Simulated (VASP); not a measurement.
Set up this calculation in VASP 6.6.1, as the native input.

| Property | Result |
| --- | --- |
| Task | relaxation of cell and atoms |
| Functional | PBE |
| Potentials or basis | VASP PAW PBE potentials, release 64 (Sc_sv, Te) |
| Cutoff | 600 eV |
| k mesh | 5 × 5 × 5 |
| Occupations | fermi-dirac, width 0.05 eV |
| Spin | no spin polarisation |
| Target pressure | 2 GPa |
| Further INCAR settings | ALGO = Fast; EDIFF = 1e-06; IBRION = 2; EDIFFG = -0.02; NSW = 40; ISIF = 3 |
| Target pressure | 2 GPa |

The structure of Sc3Te lies in POSCAR:

```
Sc3Te
1.0
    0.0000000000      3.5695000000      3.5695000000
    3.5695000000      0.0000000000      3.5695000000
    3.5695000000      3.5695000000      0.0000000000
Sc Te
3 1
Direct
    0.2500000000      0.2500000000      0.2500000000
    0.7500000000      0.7500000000      0.7500000000
    0.5000000000      0.5000000000      0.5000000000
    0.0000000000      0.0000000000      0.0000000000
```

The cell was built by a generator and needn't be a form met in nature.

The input as run:

INCAR

```
PREC = Accurate
ENCUT = 600
EDIFF = 1E-6
ISMEAR = -1
SIGMA = 0.05
LREAL = F
LASPH = T
NELM = 60
ALGO = Fast
ISIF = 3
LWAVE = F
LCHARG = F
GGA = PE
IBRION = 2
NSW = 40
EDIFFG = -0.02
PSTRESS = 20
```

KPOINTS

```
Automatic mesh
0
Gamma
  5 5 5
```

Potentials or basis: VASP PAW PBE potentials, release 64 (Sc_sv, Te).

Command:

```console
$ cat potpaw_PBE.64/Sc_sv/POTCAR potpaw_PBE.64/Te/POTCAR > POTCAR
$ mpirun -np 1 vasp_std > vasp.out
```

Results of the run:

```json
{"Relaxed volume": "22.00 Å³/atom", "Relaxed cell": "a = 4.992 Å, b = 4.992 Å, c = 4.992 Å, α = 60.00°, β = 60.00°, γ = 60.00°", "Space group after relaxing (to 0.05 Å)": "Fm-3m (No. 225)", "Energy change on relaxing (the enthalpy is what falls)": "+4.4 meV/atom", "Ionic steps": "3", "Pressure after relaxing": "2.0 GPa", "Band gap on the k mesh": "none (metal or under the smearing width)"}
```

Caveat: the cell is relaxed towards a set pressure, so the enthalpy falls and the energy may rise.

Wall time 2.4 min on 1 thread of Intel(R) Xeon(R) Platinum 8259CL CPU @ 2.50GHz (Skylake/Cascade Lake), on a shared host, peak memory 0.25 GiB.
